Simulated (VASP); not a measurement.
Consider the following.

```
SrTe
1.0
    0.00000     3.22889     3.22889
    3.22889     0.00000     3.22889
    3.22889     3.22889     0.00000
Sr Te
1 1
Direct
  0.00000   0.00000   0.00000
  0.25000   0.25000   0.25000
```

All values below come from PBEsol GGA, VASP's PBE PAW potentials (set 64) (plane waves; VASP). Settings: 500 eV cut-off, 7×7×7 Γ-centred mesh, Gaussian smearing of 0.050 eV, potentials Sr_sv Te.

Energy and stress use the plane-wave basis of the starting cell.

Q: The ions, cell shape and volume at an external pressure of 30.0 GPa are relaxed. Which structure does the run end with?

A: 
```
SrTe
1.0
    0.00000     3.12610     3.12610
    3.12610     0.00000     3.12610
    3.12610     3.12610     0.00000
Sr Te
1 1
Direct
  0.00000   0.00000   0.00000
  0.25000   0.25000   0.25000
```
Space group F-43m (216), at a tolerance of 0.03 Å.

Q: How do energy and volume change from the first to the last step?

A: The energy (σ→0) changes by +479.6 meV/atom and the volume by -9.2 %, in 7 ionic steps.

The structure was generated: SrTe was put into the zinc blende type (F-43m), which need not be its known phase. This run relaxes it under an external pressure of 30 GPa. Symmetry was kept, so distortions that lower it aren't found.
